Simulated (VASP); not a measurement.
Input:

```yaml
crystal:
  lattice:
    - [4.05067, 0.00000, 0.00000]
    - [-2.02534, 3.50799, 0.00000]
    - [0.00000, 0.00000, 3.92746]
  atoms:
    - { symbol: Gd, position: [0.00000, 0.00000, 0.00000] }
    - { symbol: Ga, position: [0.66667, 0.33333, 0.50000] }
    - { symbol: Ga, position: [0.33333, 0.66667, 0.50000] }
```

These are PBEsol GGA, VASP's PBE PAW potentials (set 64) (plane waves; VASP 6.6.1) values and carry that method's errors. Run with 480 eV cut-off, 8×8×8 Γ-centred mesh, first-order Methfessel-Paxton smearing of 0.10 eV, potentials Gd_3 Ga_d.

The 4f electrons are frozen in the core of the lanthanide potential, so 4f levels, which can set the real gap, and their magnetism are missing.

### Question
Give the stress tensor in GPa (positive for a compressed cell).

### Answer

```
11.14   0.00   0.00
 0.00  11.14   0.00
 0.00   0.00   7.71
```
The pressure is its mean diagonal, 9.99 GPa.

The structure comes from a computed database's GdGa2 entry (P6/mmm); how it stands against other phases isn't given here. This cell was strained or had an atom moved on purpose. The electron count is odd and the run is not spin-polarised, which forces a metal.
